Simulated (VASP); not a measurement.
These are revTPSS meta-GGA, VASP's PBE PAW potentials (set 64) (plane waves; VASP 6.6.1) values and carry that method's errors.

VASP ran on this input.

**INCAR**
```
ALGO  =  Normal
EDIFF  =  1E-7
ENCUT  =  520
ISIF  =  2
ISMEAR  =  -5
LASPH  =  T
LCHARG  =  F
LMAXMIX  =  6
LMIXTAU  =  T
LORBIT  =  11
LREAL  =  F
LWAVE  =  F
METAGGA  =  RTPSS
NEDOS  =  601
NELM  =  100
PREC  =  Accurate
SYSTEM  =  Tb
```

**POSCAR**
```
Tb
11.1631730
  0.1604190454  -0.2778538971   0.0000000000
  0.1604190454   0.2778538971   0.0000000000
  0.0000000000   0.0000000000   0.5000000023
Tb
2
direct
  0.3333330000   0.6666670000   0.2500000000
  0.6666670000   0.3333330000   0.7500000000
```

**KPOINTS_OPT**
```
k-points along high-symmetry lines
6
Line-mode
Reciprocal
  0.000000   0.000000   0.000000 ! GAMMA
  0.000000   0.500000   0.000000 ! M

  0.000000   0.500000   0.000000 ! M
 -0.333333   0.666667   0.000000 ! K

 -0.333333   0.666667   0.000000 ! K
  0.000000   0.000000   0.000000 ! GAMMA

  0.000000   0.000000   0.000000 ! GAMMA
  0.000000   0.000000   0.500000 ! A

  0.000000   0.000000   0.500000 ! A
  0.000000   0.500000   0.500000 ! L

  0.000000   0.500000   0.500000 ! L
 -0.333333   0.666667   0.500000 ! H

 -0.333333   0.666667   0.500000 ! H
  0.000000   0.000000   0.500000 ! A

  0.000000   0.500000   0.500000 ! L
  0.000000   0.500000   0.000000 ! M

 -0.333333   0.666667   0.500000 ! H
 -0.333333   0.666667   0.000000 ! K
```

File KPOINTS:
```
Automatic mesh
0
Gamma
13 13 8
0 0 0
```

POTCAR, in this order: Tb_3 (PBE.64 set). Program: vasp_std.

Output of the run:

File OSZICAR:
```
       N       E                     dE             d eps       ncg     rms          rms(c)
DAV:   1     0.129420243201E+03    0.12942E+03   -0.10741E+04  2738   0.154E+03
DAV:   2     0.644077330181E+02   -0.65013E+02   -0.63828E+02  2840   0.340E+02
DAV:   3     0.610511703110E+02   -0.33566E+01   -0.31761E+01  3961   0.438E+01
DAV:   4     0.609501166323E+02   -0.10105E+00   -0.98515E-01  3581   0.728E+00
DAV:   5     0.609465524371E+02   -0.35642E-02   -0.35223E-02  4237   0.113E+00    0.290E+01
DAV:   6     0.528176599486E+02   -0.81289E+01   -0.45406E+01  2730   0.822E+02    0.158E+01
DAV:   7     0.528462915467E+02    0.28632E-01   -0.10099E+01  4652   0.441E+01    0.397E-01
DAV:   8     0.531011324170E+02    0.25484E+00   -0.49629E+00  2758   0.119E+01    0.341E-01
DAV:   9     0.540991029025E+02    0.99797E+00   -0.29228E+02  2735   0.605E+03    0.200E-01
DAV:  10     0.529814682608E+02   -0.11176E+01   -0.82133E-01  2758   0.955E+00    0.478E-01
DAV:  11     0.529767135682E+02   -0.47547E-02   -0.50484E-03  3530   0.435E-01    0.243E-01
DAV:  12     0.529774146865E+02    0.70112E-03   -0.25196E-04  3105   0.129E-01    0.158E-01
DAV:  13     0.529762821159E+02   -0.11326E-02   -0.36335E-04  2830   0.209E-01    0.115E-02
DAV:  14     0.529761928584E+02   -0.89257E-04   -0.22833E-05  3180   0.576E-02    0.989E-03
DAV:  15     0.529762239314E+02    0.31073E-04   -0.56465E-06  2910   0.300E-02    0.139E-02
DAV:  16     0.529761950234E+02   -0.28908E-04   -0.49214E-06  2915   0.256E-02    0.902E-03
DAV:  17     0.529761938158E+02   -0.12076E-05   -0.94459E-07  2980   0.119E-02    0.258E-03
DAV:  18     0.529761933412E+02   -0.47461E-06   -0.23323E-07  2940   0.470E-03    0.194E-03
DAV:  19     0.529761931815E+02   -0.15968E-06   -0.16505E-07  2367   0.417E-03    0.150E-03
DAV:  20     0.529761930753E+02   -0.10620E-06   -0.17852E-08  1525   0.146E-03    0.231E-04
DAV:  21     0.529761931116E+02    0.36245E-07   -0.18347E-09  1495   0.489E-04
   1 F= 0.52976193E+02 E0= 0.52976193E+02  d E =0.000000E+00
       N       E                     dE             ncg
```

### OUTCAR
```
------------------------ aborting loop because EDIFF is reached ----------------------------------------
  FORCE on cell =-STRESS in cart. coord.  units (eV):
  Direction    XX          YY          ZZ          XY          YZ          ZX
  --------------------------------------------------------------------------------------
  Total       -0.0481272     -0.0481271      0.0652037      0.0000000      0.0000000      0.0000000
  in kB       -1.2435562     -1.2435559      1.6847962      0.0000000      0.0000000      0.0000000
  external PRESSURE =      -0.2674386 kB  Pullay stress =       0.0000000 kB
  volume of cell :       62.01
      direct lattice vectors                 reciprocal lattice vectors
     1.790785556 -3.101731122  0.000000000     0.279207077 -0.161200304  0.000000000
     1.790785556  3.101731122  0.000000000     0.279207077  0.161200304  0.000000000
     0.000000000  0.000000000  5.581586526     0.000000000  0.000000000  0.179160530
 POSITION                                       TOTAL-FORCE (eV/Angst)
 -----------------------------------------------------------------------------------
      1.79079      1.03391      1.39540        -0.000000     -0.000000      0.000000
      1.79079     -1.03391      4.18619         0.000000      0.000000      0.000000
 -----------------------------------------------------------------------------------
    total drift:                               -0.000004      0.000109     -0.000011
  FREE ENERGIE OF THE ION-ELECTRON SYSTEM (eV)
  ---------------------------------------------------
  free  energy   TOTEN  =        52.9761931116 eV

  energy  without entropy=       52.9761931116  energy(sigma->0) =       52.97619311

 total charge

# of ion       s       p       d       tot
------------------------------------------
    1        0.430   6.311   1.162   7.903
    2        0.430   6.311   1.162   7.903
--------------------------------------------------
tot          0.860  12.622   2.324  15.806
```
(Selected blocks of OUTCAR.)

The 4f electrons are frozen in the core of the lanthanide potential, so 4f levels, which can set the real gap, and their magnetism are missing. For a metal the tetrahedron method with Blöchl corrections gives inexact stress and forces.

The compound is Tb in the hcp structure. It was relaxed first.
